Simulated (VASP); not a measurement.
Output of a VASP run:

OSZICAR:
```
       N       E                     dE             d eps       ncg     rms          rms(c)
DAV:   1     0.592623193224E+02    0.59262E+02   -0.68338E+03   872   0.114E+03
DAV:   2    -0.929145589632E+01   -0.68554E+02   -0.61613E+02   988   0.189E+02
DAV:   3    -0.113196193882E+02   -0.20282E+01   -0.20032E+01  1032   0.326E+01
DAV:   4    -0.113384983655E+02   -0.18879E-01   -0.18872E-01   992   0.372E+00
DAV:   5    -0.113388154325E+02   -0.31707E-03   -0.31705E-03  1080   0.509E-01    0.847E+00
DAV:   6    -0.109488365382E+02    0.38998E+00   -0.20348E+00   984   0.143E+01    0.217E+00
DAV:   7    -0.108832303714E+02    0.65606E-01   -0.15650E-01   924   0.399E+00    0.169E+00
DAV:   8    -0.108604836914E+02    0.22747E-01   -0.35477E-02   976   0.204E+00    0.231E-01
DAV:   9    -0.108608357222E+02   -0.35203E-03   -0.15919E-03   984   0.385E-01    0.163E-01
DAV:  10    -0.108610077597E+02   -0.17204E-03   -0.37520E-04   952   0.179E-01    0.162E-02
DAV:  11    -0.108610057876E+02    0.19720E-05   -0.15190E-05  1068   0.427E-02    0.903E-03
DAV:  12    -0.108610064010E+02   -0.61339E-06   -0.23055E-06   940   0.132E-02    0.238E-03
DAV:  13    -0.108610063075E+02    0.93516E-07   -0.77526E-07  1016   0.890E-03
   1 F= -.10861006E+02 E0= -.10861453E+02  d E =0.133930E-02
```

### OUTCAR
```
------------------------ aborting loop because EDIFF is reached ----------------------------------------
  FORCE on cell =-STRESS in cart. coord.  units (eV):
  Direction    XX          YY          ZZ          XY          YZ          ZX
  --------------------------------------------------------------------------------------
  Total        1.3108412      1.3108412      1.3108412      0.0000000      0.0000000      0.0000000
  in kB       41.2926989     41.2926989     41.2926989      0.0000000      0.0000000      0.0000000
  external PRESSURE =      41.2926989 kB  Pullay stress =       0.0000000 kB
  volume of cell :       50.86
      direct lattice vectors                 reciprocal lattice vectors
     0.000000000  2.940711788  2.940711788    -0.170026863  0.170026863  0.170026863
     2.940711788  0.000000000  2.940711788     0.170026863 -0.170026863  0.170026863
     2.940711788  2.940711788  0.000000000     0.170026863  0.170026863 -0.170026863
 POSITION                                       TOTAL-FORCE (eV/Angst)
 -----------------------------------------------------------------------------------
      1.47036      1.47036      1.47036         0.000000      0.000000      0.000000
      4.41107      4.41107      4.41107        -0.000000     -0.000000     -0.000000
      0.00000      0.00000      0.00000         0.000000     -0.000000      0.000000
 -----------------------------------------------------------------------------------
    total drift:                                0.000000     -0.000000      0.000000
  FREE ENERGIE OF THE ION-ELECTRON SYSTEM (eV)
  ---------------------------------------------------
  free  energy   TOTEN  =       -10.8610063075 eV

  energy  without entropy=      -10.8623456092  energy(sigma->0) =      -10.86145274
```
(Selected blocks of OUTCAR.)

File POSCAR:
```
PtAl2
1
    0.0000000000     2.9407117878     2.9407117878
    2.9407117878     0.0000000000     2.9407117878
    2.9407117878     2.9407117878     0.0000000000
Al Pt
2 1
Direct
  0.2500000000   0.2500000000   0.2500000000
  0.7500000000   0.7500000000   0.7500000000
  0.0000000000   0.0000000000   0.0000000000
```

### Question
Reconstruct the remaining input files.

### Answer
This is not unique; one that fits is the input of the run itself, optB88-vdW, plane waves, VASP's PBE PAW potentials (set 64).

File KPOINTS:
```
K-points
0
G
  9 9 9
0 0 0
```

INCAR:
```
AGGAC  =  0.0
LREAL  =  F   # projection in real space or not
LMAXMIX  =  6
LASPH  =  T   # aspherical one-centre terms
ISIF  =  2
LUSE_VDW  =  T
NELM  =  100
SYSTEM  =  PtAl2
SIGMA  =  0.1   # width (eV)
LWAVE  =  F
EDIFF  =  1E-7   # SCF stop (eV)
ISMEAR  =  1   # Methfessel-Paxton
LCHARG  =  F
PARAM1  =  0.1833333333
ENCUT  =  520   # plane-wave cut-off (eV)
PREC  =  Accurate
ALGO  =  Normal
PARAM2  =  0.22
GGA  =  BO
```

POTCAR, in this order: Al Pt (PBE.64 set). Program: vasp_std.

The compound is PtAl2 in the fluorite structure. This cell is one point of a volume scan, at 0.97 of the reference volume.
